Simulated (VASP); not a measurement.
Level of theory: RPA correlation on PBE orbitals, VASP's PBE PAW potentials (set 64) (plane waves; VASP 6.6.1).

The input files of a VASP run:

**INCAR**
```
SYSTEM = BAs
PREC = Normal; ENCUT = 500; LREAL = .FALSE.
LASPH = .TRUE.; NBANDS = 648
ALGO = ACFDT
ISMEAR = 0; SIGMA = 0.01
GGA = PE
LWAVE = .FALSE.; LCHARG = .FALSE.
NOMEGA = 12; ENCUTGW = 300
```

**KPOINTS**
```
Automatic mesh
0
Gamma
4 4 4
0 0 0
```

### POSCAR
```
BAs
1
    0.0000000000     2.3244870000     2.3244870000
    2.3244870000     0.0000000000     2.3244870000
    2.3244870000     2.3244870000     0.0000000000
B As
1 1
Direct
  0.0000000000   0.0000000000   0.0000000000
  0.2500000000   0.2500000000   0.2500000000
```

POTCAR, in this order: B_GW As_GW (PBE.64 set). Program: vasp_std. Read from the step before: WAVECAR, WAVEDER.

The resulting files:

### OSZICAR
```
energies w=
    0.000    0.317    0.000    1.035    0.000    2.041    0.000    3.645
    0.000    6.382    0.000   11.241    0.000   20.119    0.000   36.780
    0.000   69.009    0.000  133.965    0.000  276.108    0.000  687.392
NQ=   1    0.0000    0.0000    0.0000,
 performed       1962000 updates of chi_q(r,r)
NQ=   2    0.2500    0.0000    0.0000,
 performed       3924000 updates of chi_q(r,r)
NQ=   3    0.5000    0.0000    0.0000,
 performed       5886000 updates of chi_q(r,r)
NQ=   4    0.2500    0.2500    0.0000,
 performed       7848000 updates of chi_q(r,r)
NQ=   5    0.5000    0.2500    0.0000,
 performed       9810000 updates of chi_q(r,r)
NQ=   6   -0.2500    0.2500    0.0000,
 performed      11772000 updates of chi_q(r,r)
NQ=   7    0.5000    0.5000    0.0000,
 performed      13734000 updates of chi_q(r,r)
NQ=   8   -0.2500    0.5000    0.2500,
 performed      15696000 updates of chi_q(r,r)
```

OUTCAR:
```


      cutoff energy     smooth cutoff   RPA   correlation   Hartree contr. to MP2
---------------------------------------------------------------------------------
            300.000           240.000      -12.1262520372      -19.7862465249
            285.714           228.571      -12.0998892609      -19.7591002306
            272.109           217.687      -12.0714874341      -19.7298053566
            259.151           207.321      -12.0410545545      -19.6983571693
            246.811           197.449      -12.0089316550      -19.6650969079
            235.058           188.046      -11.9740545588      -19.6289169806
            223.865           179.092      -11.9371682261      -19.5905844533
            213.204           170.564      -11.8980801789      -19.5498468734
  linear regression
  converged value                          -12.4668737906      -20.1393556241
```
(Selected blocks of OUTCAR.)

The mesh is coarse, so the correlation energy is not converged in k-points.

The compound is BAs in the zinc blende structure. This cell is one point of a volume scan, at 0.92 of the reference volume. The k-mesh is coarse (spacing up to 0.59 per Å, 2π included), so the numbers may not be converged in it.
